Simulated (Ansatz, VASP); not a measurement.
# Ge (Germanium) in two plane-wave programs, part 4 of 5

Aim: how closely do two programs agree when they are given the same cell, functional and k mesh? The structure shown is the end of the Ansatz relaxation below.

VASP 6.6.1 and Ansatz 0.2.0.

So far. Step 3 (VASP: single point, LDA, pair 1): The run ends at a pressure of 10.00 GPa, with forces up to 0.0013 eV/Å.

### 6. VASP: single point, LDA, pair 2

Level of this step: LDA; plane waves and PAW (Ge_d) (VASP).

The same cell, functional (in two slightly different forms), mesh and smearing now go to VASP, with its own data sets.

Input file INCAR:

```
SYSTEM = Ge
PREC = Accurate
ENCUT = 500
EDIFF = 1E-06
NELM = 120
ISMEAR = 0
SIGMA = 0.015
LREAL = .FALSE.
ALGO = Normal
GGA = PW92
NBANDS = 20
LORBIT = 11
LWAVE = .FALSE.
LCHARG = .FALSE.
ISIF = 2
ISYM = 2
LASPH = .TRUE.
GGA_COMPAT = .FALSE.
EFERMI = MIDGAP
KPAR = 2
```

Input file POSCAR:

```
Ge
1.0
   -0.0001260121      2.7336339118      2.7336339118
    2.7336339118     -0.0001260121      2.7336339118
    2.7336339118      2.7336339118     -0.0001260121
Ge
2
Direct
    0.4999828045      0.4999828045      0.4999828045
    0.7500171955      0.7500171955      0.7500171955
```

Input file KPOINTS:

```
Points of the shifted mesh
1728
Reciprocal
 0.0416666667  0.0416666667  0.0416666667 1
 0.0416666667  0.0416666667  0.1250000000 1
 0.0416666667  0.0416666667  0.2083333333 1
 0.0416666667  0.0416666667  0.2916666667 1
 0.0416666667  0.0416666667  0.3750000000 1
 0.0416666667  0.0416666667  0.4583333333 1
 0.0416666667  0.0416666667  0.5416666667 1
 0.0416666667  0.0416666667  0.6250000000 1
 0.0416666667  0.0416666667  0.7083333333 1
 0.0416666667  0.0416666667  0.7916666667 1
 0.0416666667  0.0416666667  0.8750000000 1
 0.0416666667  0.0416666667  0.9583333333 1
 0.0416666667  0.1250000000  0.0416666667 1
 0.0416666667  0.1250000000  0.1250000000 1
 0.0416666667  0.1250000000  0.2083333333 1
 0.0416666667  0.1250000000  0.2916666667 1
 0.0416666667  0.1250000000  0.3750000000 1
 0.0416666667  0.1250000000  0.4583333333 1
 0.0416666667  0.1250000000  0.5416666667 1
 0.0416666667  0.1250000000  0.6250000000 1
 0.0416666667  0.1250000000  0.7083333333 1
 0.0416666667  0.1250000000  0.7916666667 1
 0.0416666667  0.1250000000  0.8750000000 1
 0.0416666667  0.1250000000  0.9583333333 1
 0.0416666667  0.2083333333  0.0416666667 1
 0.0416666667  0.2083333333  0.1250000000 1
 0.0416666667  0.2083333333  0.2083333333 1
 0.0416666667  0.2083333333  0.2916666667 1
 0.0416666667  0.2083333333  0.3750000000 1
 0.0416666667  0.2083333333  0.4583333333 1
 0.0416666667  0.2083333333  0.5416666667 1
 0.0416666667  0.2083333333  0.6250000000 1
 0.0416666667  0.2083333333  0.7083333333 1
 0.0416666667  0.2083333333  0.7916666667 1
 0.0416666667  0.2083333333  0.8750000000 1
 0.0416666667  0.2083333333  0.9583333333 1
 0.0416666667  0.2916666667  0.0416666667 1
 0.0416666667  0.2916666667  0.1250000000 1
 0.0416666667  0.2916666667  0.2083333333 1
 0.0416666667  0.2916666667  0.2916666667 1
 0.0416666667  0.2916666667  0.3750000000 1
 0.0416666667  0.2916666667  0.4583333333 1
 0.0416666667  0.2916666667  0.5416666667 1
 0.0416666667  0.2916666667  0.6250000000 1
 0.0416666667  0.2916666667  0.7083333333 1
 0.0416666667  0.2916666667  0.7916666667 1
 0.0416666667  0.2916666667  0.8750000000 1
 0.0416666667  0.2916666667  0.9583333333 1
 0.0416666667  0.3750000000  0.0416666667 1
 0.0416666667  0.3750000000  0.1250000000 1
 0.0416666667  0.3750000000  0.2083333333 1
 0.0416666667  0.3750000000  0.2916666667 1
 0.0416666667  0.3750000000  0.3750000000 1
 0.0416666667  0.3750000000  0.4583333333 1
 0.0416666667  0.3750000000  0.5416666667 1
 0.0416666667  0.3750000000  0.6250000000 1
 0.0416666667  0.3750000000  0.7083333333 1
 0.0416666667  0.3750000000  0.7916666667 1
 0.0416666667  0.3750000000  0.8750000000 1
 0.0416666667  0.3750000000  0.9583333333 1
 0.0416666667  0.4583333333  0.0416666667 1
 0.0416666667  0.4583333333  0.1250000000 1
 0.0416666667  0.4583333333  0.2083333333 1
 0.0416666667  0.4583333333  0.2916666667 1
 0.0416666667  0.4583333333  0.3750000000 1
 0.0416666667  0.4583333333  0.4583333333 1
 0.0416666667  0.4583333333  0.5416666667 1
 0.0416666667  0.4583333333  0.6250000000 1
 0.0416666667  0.4583333333  0.7083333333 1
 0.0416666667  0.4583333333  0.7916666667 1
 0.0416666667  0.4583333333  0.8750000000 1
 0.0416666667  0.4583333333  0.9583333333 1
 0.0416666667  0.5416666667  0.0416666667 1
 0.0416666667  0.5416666667  0.1250000000 1
 0.0416666667  0.5416666667  0.2083333333 1
 0.0416666667  0.5416666667  0.2916666667 1
 0.0416666667  0.5416666667  0.3750000000 1
 0.0416666667  0.5416666667  0.4583333333 1
 0.0416666667  0.5416666667  0.5416666667 1
 0.0416666667  0.5416666667  0.6250000000 1
 0.0416666667  0.5416666667  0.7083333333 1
 0.0416666667  0.5416666667  0.7916666667 1
 0.0416666667  0.5416666667  0.8750000000 1
 0.0416666667  0.5416666667  0.9583333333 1
 0.0416666667  0.6250000000  0.0416666667 1
 0.0416666667  0.6250000000  0.1250000000 1
 0.0416666667  0.6250000000  0.2083333333 1
 0.0416666667  0.6250000000  0.2916666667 1
 0.0416666667  0.6250000000  0.3750000000 1
 0.0416666667  0.6250000000  0.4583333333 1
 0.0416666667  0.6250000000  0.5416666667 1
 0.0416666667  0.6250000000  0.6250000000 1
 0.0416666667  0.6250000000  0.7083333333 1
 0.0416666667  0.6250000000  0.7916666667 1
 0.0416666667  0.6250000000  0.8750000000 1
 0.0416666667  0.6250000000  0.9583333333 1
 0.0416666667  0.7083333333  0.0416666667 1
 0.0416666667  0.7083333333  0.1250000000 1
 0.0416666667  0.7083333333  0.2083333333 1
 0.0416666667  0.7083333333  0.2916666667 1
 0.0416666667  0.7083333333  0.3750000000 1
 0.0416666667  0.7083333333  0.4583333333 1
 0.0416666667  0.7083333333  0.5416666667 1
 0.0416666667  0.7083333333  0.6250000000 1
 0.0416666667  0.7083333333  0.7083333333 1
 0.0416666667  0.7083333333  0.7916666667 1
 0.0416666667  0.7083333333  0.8750000000 1
 0.0416666667  0.7083333333  0.9583333333 1
 0.0416666667  0.7916666667  0.0416666667 1
 0.0416666667  0.7916666667  0.1250000000 1
 0.0416666667  0.7916666667  0.2083333333 1
 0.0416666667  0.7916666667  0.2916666667 1
[... 1390 lines left out ...]
 0.8750000000  0.4583333333  0.1250000000 1
 0.8750000000  0.4583333333  0.2083333333 1
 0.8750000000  0.4583333333  0.2916666667 1
 0.8750000000  0.4583333333  0.3750000000 1
 0.8750000000  0.4583333333  0.4583333333 1
 0.8750000000  0.4583333333  0.5416666667 1
 0.8750000000  0.4583333333  0.6250000000 1
 0.8750000000  0.4583333333  0.7083333333 1
 0.8750000000  0.4583333333  0.7916666667 1
 0.8750000000  0.4583333333  0.8750000000 1
 0.8750000000  0.4583333333  0.9583333333 1
 0.8750000000  0.5416666667  0.0416666667 1
 0.8750000000  0.5416666667  0.1250000000 1
 0.8750000000  0.5416666667  0.2083333333 1
 0.8750000000  0.5416666667  0.2916666667 1
 0.8750000000  0.5416666667  0.3750000000 1
 0.8750000000  0.5416666667  0.4583333333 1
 0.8750000000  0.5416666667  0.5416666667 1
 0.8750000000  0.5416666667  0.6250000000 1
 0.8750000000  0.5416666667  0.7083333333 1
 0.8750000000  0.5416666667  0.7916666667 1
 0.8750000000  0.5416666667  0.8750000000 1
 0.8750000000  0.5416666667  0.9583333333 1
 0.8750000000  0.6250000000  0.0416666667 1
 0.8750000000  0.6250000000  0.1250000000 1
 0.8750000000  0.6250000000  0.2083333333 1
 0.8750000000  0.6250000000  0.2916666667 1
 0.8750000000  0.6250000000  0.3750000000 1
 0.8750000000  0.6250000000  0.4583333333 1
 0.8750000000  0.6250000000  0.5416666667 1
 0.8750000000  0.6250000000  0.6250000000 1
 0.8750000000  0.6250000000  0.7083333333 1
 0.8750000000  0.6250000000  0.7916666667 1
 0.8750000000  0.6250000000  0.8750000000 1
 0.8750000000  0.6250000000  0.9583333333 1
 0.8750000000  0.7083333333  0.0416666667 1
 0.8750000000  0.7083333333  0.1250000000 1
 0.8750000000  0.7083333333  0.2083333333 1
 0.8750000000  0.7083333333  0.2916666667 1
 0.8750000000  0.7083333333  0.3750000000 1
 0.8750000000  0.7083333333  0.4583333333 1
 0.8750000000  0.7083333333  0.5416666667 1
 0.8750000000  0.7083333333  0.6250000000 1
 0.8750000000  0.7083333333  0.7083333333 1
 0.8750000000  0.7083333333  0.7916666667 1
 0.8750000000  0.7083333333  0.8750000000 1
 0.8750000000  0.7083333333  0.9583333333 1
 0.8750000000  0.7916666667  0.0416666667 1
 0.8750000000  0.7916666667  0.1250000000 1
 0.8750000000  0.7916666667  0.2083333333 1
 0.8750000000  0.7916666667  0.2916666667 1
 0.8750000000  0.7916666667  0.3750000000 1
 0.8750000000  0.7916666667  0.4583333333 1
 0.8750000000  0.7916666667  0.5416666667 1
 0.8750000000  0.7916666667  0.6250000000 1
 0.8750000000  0.7916666667  0.7083333333 1
 0.8750000000  0.7916666667  0.7916666667 1
 0.8750000000  0.7916666667  0.8750000000 1
 0.8750000000  0.7916666667  0.9583333333 1
 0.8750000000  0.8750000000  0.0416666667 1
 0.8750000000  0.8750000000  0.1250000000 1
 0.8750000000  0.8750000000  0.2083333333 1
 0.8750000000  0.8750000000  0.2916666667 1
 0.8750000000  0.8750000000  0.3750000000 1
 0.8750000000  0.8750000000  0.4583333333 1
 0.8750000000  0.8750000000  0.5416666667 1
 0.8750000000  0.8750000000  0.6250000000 1
 0.8750000000  0.8750000000  0.7083333333 1
 0.8750000000  0.8750000000  0.7916666667 1
 0.8750000000  0.8750000000  0.8750000000 1
 0.8750000000  0.8750000000  0.9583333333 1
 0.8750000000  0.9583333333  0.0416666667 1
 0.8750000000  0.9583333333  0.1250000000 1
 0.8750000000  0.9583333333  0.2083333333 1
 0.8750000000  0.9583333333  0.2916666667 1
 0.8750000000  0.9583333333  0.3750000000 1
 0.8750000000  0.9583333333  0.4583333333 1
 0.8750000000  0.9583333333  0.5416666667 1
 0.8750000000  0.9583333333  0.6250000000 1
 0.8750000000  0.9583333333  0.7083333333 1
 0.8750000000  0.9583333333  0.7916666667 1
 0.8750000000  0.9583333333  0.8750000000 1
 0.8750000000  0.9583333333  0.9583333333 1
 0.9583333333  0.0416666667  0.0416666667 1
 0.9583333333  0.0416666667  0.1250000000 1
 0.9583333333  0.0416666667  0.2083333333 1
 0.9583333333  0.0416666667  0.2916666667 1
 0.9583333333  0.0416666667  0.3750000000 1
 0.9583333333  0.0416666667  0.4583333333 1
 0.9583333333  0.0416666667  0.5416666667 1
 0.9583333333  0.0416666667  0.6250000000 1
 0.9583333333  0.0416666667  0.7083333333 1
 0.9583333333  0.0416666667  0.7916666667 1
 0.9583333333  0.0416666667  0.8750000000 1
 0.9583333333  0.0416666667  0.9583333333 1
 0.9583333333  0.1250000000  0.0416666667 1
 0.9583333333  0.1250000000  0.1250000000 1
 0.9583333333  0.1250000000  0.2083333333 1
 0.9583333333  0.1250000000  0.2916666667 1
 0.9583333333  0.1250000000  0.3750000000 1
 0.9583333333  0.1250000000  0.4583333333 1
 0.9583333333  0.1250000000  0.5416666667 1
 0.9583333333  0.1250000000  0.6250000000 1
 0.9583333333  0.1250000000  0.7083333333 1
 0.9583333333  0.1250000000  0.7916666667 1
 0.9583333333  0.1250000000  0.8750000000 1
 0.9583333333  0.1250000000  0.9583333333 1
 0.9583333333  0.2083333333  0.0416666667 1
 0.9583333333  0.2083333333  0.1250000000 1
 0.9583333333  0.2083333333  0.2083333333 1
 0.9583333333  0.2083333333  0.2916666667 1
 0.9583333333  0.2083333333  0.3750000000 1
 0.9583333333  0.2083333333  0.4583333333 1
 0.9583333333  0.2083333333  0.5416666667 1
 0.9583333333  0.2083333333  0.6250000000 1
 0.9583333333  0.2083333333  0.7083333333 1
 0.9583333333  0.2083333333  0.7916666667 1
 0.9583333333  0.2083333333  0.8750000000 1
 0.9583333333  0.2083333333  0.9583333333 1
 0.9583333333  0.2916666667  0.0416666667 1
 0.9583333333  0.2916666667  0.1250000000 1
 0.9583333333  0.2916666667  0.2083333333 1
 0.9583333333  0.2916666667  0.2916666667 1
 0.9583333333  0.2916666667  0.3750000000 1
 0.9583333333  0.2916666667  0.4583333333 1
 0.9583333333  0.2916666667  0.5416666667 1
 0.9583333333  0.2916666667  0.6250000000 1
 0.9583333333  0.2916666667  0.7083333333 1
 0.9583333333  0.2916666667  0.7916666667 1
 0.9583333333  0.2916666667  0.8750000000 1
 0.9583333333  0.2916666667  0.9583333333 1
 0.9583333333  0.3750000000  0.0416666667 1
 0.9583333333  0.3750000000  0.1250000000 1
 0.9583333333  0.3750000000  0.2083333333 1
 0.9583333333  0.3750000000  0.2916666667 1
 0.9583333333  0.3750000000  0.3750000000 1
 0.9583333333  0.3750000000  0.4583333333 1
 0.9583333333  0.3750000000  0.5416666667 1
 0.9583333333  0.3750000000  0.6250000000 1
 0.9583333333  0.3750000000  0.7083333333 1
 0.9583333333  0.3750000000  0.7916666667 1
 0.9583333333  0.3750000000  0.8750000000 1
 0.9583333333  0.3750000000  0.9583333333 1
 0.9583333333  0.4583333333  0.0416666667 1
 0.9583333333  0.4583333333  0.1250000000 1
 0.9583333333  0.4583333333  0.2083333333 1
 0.9583333333  0.4583333333  0.2916666667 1
 0.9583333333  0.4583333333  0.3750000000 1
 0.9583333333  0.4583333333  0.4583333333 1
 0.9583333333  0.4583333333  0.5416666667 1
 0.9583333333  0.4583333333  0.6250000000 1
 0.9583333333  0.4583333333  0.7083333333 1
 0.9583333333  0.4583333333  0.7916666667 1
 0.9583333333  0.4583333333  0.8750000000 1
 0.9583333333  0.4583333333  0.9583333333 1
 0.9583333333  0.5416666667  0.0416666667 1
 0.9583333333  0.5416666667  0.1250000000 1
 0.9583333333  0.5416666667  0.2083333333 1
 0.9583333333  0.5416666667  0.2916666667 1
 0.9583333333  0.5416666667  0.3750000000 1
 0.9583333333  0.5416666667  0.4583333333 1
 0.9583333333  0.5416666667  0.5416666667 1
 0.9583333333  0.5416666667  0.6250000000 1
 0.9583333333  0.5416666667  0.7083333333 1
 0.9583333333  0.5416666667  0.7916666667 1
 0.9583333333  0.5416666667  0.8750000000 1
 0.9583333333  0.5416666667  0.9583333333 1
 0.9583333333  0.6250000000  0.0416666667 1
 0.9583333333  0.6250000000  0.1250000000 1
 0.9583333333  0.6250000000  0.2083333333 1
 0.9583333333  0.6250000000  0.2916666667 1
 0.9583333333  0.6250000000  0.3750000000 1
 0.9583333333  0.6250000000  0.4583333333 1
 0.9583333333  0.6250000000  0.5416666667 1
 0.9583333333  0.6250000000  0.6250000000 1
 0.9583333333  0.6250000000  0.7083333333 1
 0.9583333333  0.6250000000  0.7916666667 1
 0.9583333333  0.6250000000  0.8750000000 1
 0.9583333333  0.6250000000  0.9583333333 1
 0.9583333333  0.7083333333  0.0416666667 1
 0.9583333333  0.7083333333  0.1250000000 1
 0.9583333333  0.7083333333  0.2083333333 1
 0.9583333333  0.7083333333  0.2916666667 1
 0.9583333333  0.7083333333  0.3750000000 1
 0.9583333333  0.7083333333  0.4583333333 1
 0.9583333333  0.7083333333  0.5416666667 1
 0.9583333333  0.7083333333  0.6250000000 1
 0.9583333333  0.7083333333  0.7083333333 1
 0.9583333333  0.7083333333  0.7916666667 1
 0.9583333333  0.7083333333  0.8750000000 1
 0.9583333333  0.7083333333  0.9583333333 1
 0.9583333333  0.7916666667  0.0416666667 1
 0.9583333333  0.7916666667  0.1250000000 1
 0.9583333333  0.7916666667  0.2083333333 1
 0.9583333333  0.7916666667  0.2916666667 1
 0.9583333333  0.7916666667  0.3750000000 1
 0.9583333333  0.7916666667  0.4583333333 1
 0.9583333333  0.7916666667  0.5416666667 1
 0.9583333333  0.7916666667  0.6250000000 1
 0.9583333333  0.7916666667  0.7083333333 1
 0.9583333333  0.7916666667  0.7916666667 1
 0.9583333333  0.7916666667  0.8750000000 1
 0.9583333333  0.7916666667  0.9583333333 1
 0.9583333333  0.8750000000  0.0416666667 1
 0.9583333333  0.8750000000  0.1250000000 1
 0.9583333333  0.8750000000  0.2083333333 1
 0.9583333333  0.8750000000  0.2916666667 1
 0.9583333333  0.8750000000  0.3750000000 1
 0.9583333333  0.8750000000  0.4583333333 1
 0.9583333333  0.8750000000  0.5416666667 1
 0.9583333333  0.8750000000  0.6250000000 1
 0.9583333333  0.8750000000  0.7083333333 1
 0.9583333333  0.8750000000  0.7916666667 1
 0.9583333333  0.8750000000  0.8750000000 1
 0.9583333333  0.8750000000  0.9583333333 1
 0.9583333333  0.9583333333  0.0416666667 1
 0.9583333333  0.9583333333  0.1250000000 1
 0.9583333333  0.9583333333  0.2083333333 1
 0.9583333333  0.9583333333  0.2916666667 1
 0.9583333333  0.9583333333  0.3750000000 1
 0.9583333333  0.9583333333  0.4583333333 1
 0.9583333333  0.9583333333  0.5416666667 1
 0.9583333333  0.9583333333  0.6250000000 1
 0.9583333333  0.9583333333  0.7083333333 1
 0.9583333333  0.9583333333  0.7916666667 1
 0.9583333333  0.9583333333  0.8750000000 1
 0.9583333333  0.9583333333  0.9583333333 1
```

Potentials, in the order of the species: Ge_d (LDA family, release 64).

Started as:

```sh
$ mpirun -np 2 vasp_std
```

Numbers of over 12 decimals in the logs are rounded to 6 here.

Log:

```text
[banner, memory and clock lines left out]
running    2 mpi-ranks, on    1 nodes
[...]
[... a notice as in an earlier step ...]

 LDA part: xc-table for (Slater(with rela. corr.)+PW92), standard interpolation
 POSCAR, INCAR and KPOINTS ok, starting setup
[...]
entering main loop
       N       E                     dE             d eps       ncg     rms          rms(c)
DAV:   1     0.180866835878E+03    0.18087E+03   -0.14600E+04 74656   0.382E+03
DAV:   2     0.139436555817E+02   -0.16692E+03   -0.16230E+03 69296   0.580E+02
DAV:   3    -0.980117253301E+01   -0.23745E+02   -0.23568E+02 77536   0.142E+02
DAV:   4    -0.105207168746E+02   -0.71954E+00   -0.71903E+00 78236   0.290E+01
[...]
DAV:   9    -0.103073829841E+02   -0.15375E-04   -0.10230E-04 78396   0.899E-02    0.149E-02
DAV:  10    -0.103073796753E+02    0.33088E-05   -0.77119E-06 82016   0.424E-02    0.401E-03
DAV:  11    -0.103073793955E+02    0.27988E-06   -0.13392E-06 59768   0.728E-03
   1 F= -.10307379E+02 E0= -.10307379E+02  d E =-.497635-110
```

OUTCAR, selected parts (step 6):

```text
  Total        1.9294807      1.9294807      1.9294807     -0.0007885     -0.0007885     -0.0007885
  in kB       75.6606285     75.6606285     75.6606285     -0.0309181     -0.0309181     -0.0309181
  external PRESSURE =      75.6606285 kB  Pullay stress =       0.0000000 kB

 POSITION                                       TOTAL-FORCE (eV/Angst)
 -----------------------------------------------------------------------------------
      2.73348      2.73348      2.73348         0.000450      0.000450      0.000450
      4.10045      4.10045      4.10045        -0.000450     -0.000450     -0.000450
 -----------------------------------------------------------------------------------
    total drift:                               -0.000000     -0.000000     -0.000000

  FREE ENERGIE OF THE ION-ELECTRON SYSTEM (eV)
  ---------------------------------------------------
  free  energy   TOTEN  =       -10.3073793955 eV

  energy  without entropy=      -10.3073793955  energy(sigma->0) =      -10.30737940

[... 1 part as in an earlier step ...]

[... 2 further parts left out ...]
[key lines of the parts left out:]
E-fermi :   5.9670
```

The run ends at a pressure of 7.57 GPa, with forces up to 7.8e-4 eV/Å.

### 7. Differences

Compared:

```
              quantity  Ansatz   VASP  difference
        pressure (GPa)    7.34   7.57       -0.22
gap on the k mesh (eV)   0.448  0.468      -0.020
```

A gap on the mesh is an upper bound, since the band edges may lie between its points.

### 8. Ansatz: relaxation, LDA

This run makes the geometry at which the two programs are then compared. The cell compared in this pair holds 42.63 Å³, against 40.86 Å³ for the pair before.

The structure compared here is the end of the Ansatz relaxation.

Input file input.yaml:

```yaml
crystal:
  lattice:
    - [-0.0003464132, 2.7725818107, 2.7725818107]
    - [2.7725818107, -0.0003464132, 2.7725818107]
    - [2.7725818107, 2.7725818107, -0.0003464132]
  atoms:
    - { symbol: Ge, position: [0.4999667135, 0.4999667135, 0.4999667135] }
    - { symbol: Ge, position: [0.7500332865, 0.7500332865, 0.7500332865] }
kpoints:
  mp_grid: { grid: [12, 12, 12], shift: [0.5, 0.5, 0.5] }
hamiltonian:
  xc: lda
  pseudopotentials: { kind: paw, azcp: { folder: soft_1 }, xc_functional: pbe }
scf:
  occupations: { method: gaussian, width: 0.015 }
output:
  forces: true
  stress: true
  eigenvalues: true
relax:
  adjacent_minimum: "off"
  f_tol: 0.001
  max_steps: 60
  cell: { stress_tol: 0.01, fix: [volume] }
```

Started as:

```sh
$ ansatz run input.yaml --threads 4 --pin off --max-ram 10240MiB --backend cpu --events-out ev --progress --plain --runs-dir out
```

Log:

```text
[...]
Crystal: 2 atoms, lattice volume = 42.635 Å³
Basis set: ecut = 420 eV, 869 PW (Γ)
Bands: 18, of which v1, the nominal top of the filled ones, is band 14 counted from 1 (13 counted from 0)
Symmetry: 12 space group operations
[...]
k-points: 182 of 1728
[...]
--- Relaxed structure (1 steps of the walk, 1 accepted, 1 SCFs on fresh bases) ---
[...]
cell:  # Å, volume = 42.6348 Å³
    - [-0.0003464132, 2.7725818107, 2.7725818107]
    - [2.7725818107, -0.0003464132, 2.7725818107]
    - [2.7725818107, 2.7725818107, -0.0003464132]
  atoms:
    - { symbol: Ge, position: [0.499967, 0.499967, 0.499967] }
    - { symbol: Ge, position: [0.750033, 0.750033, 0.750033] }
[key lines of the parts left out:]
SCF converged after 4 iterations
Free energy (F): -8431.437780 eV
Fermi energy:    9.146244 eV
P = ⅓ Tr σ = 3.2490 GPa (32.490 kbar)
```

[end of part 4 of 5]

[Lines on the potential files, build, host, timing and source positions are cut from VASP's logs without a mark.]

[Logs are printed without paths, hosts, clocks, repeated set-up lines and the standing remarks that a program may print on its own settings, such as how far it seeks lower states.]

[Hosts, paths, dates, database ids (printed as entryN), source tags and the programs' standing remarks are cut or masked in the printed files.]
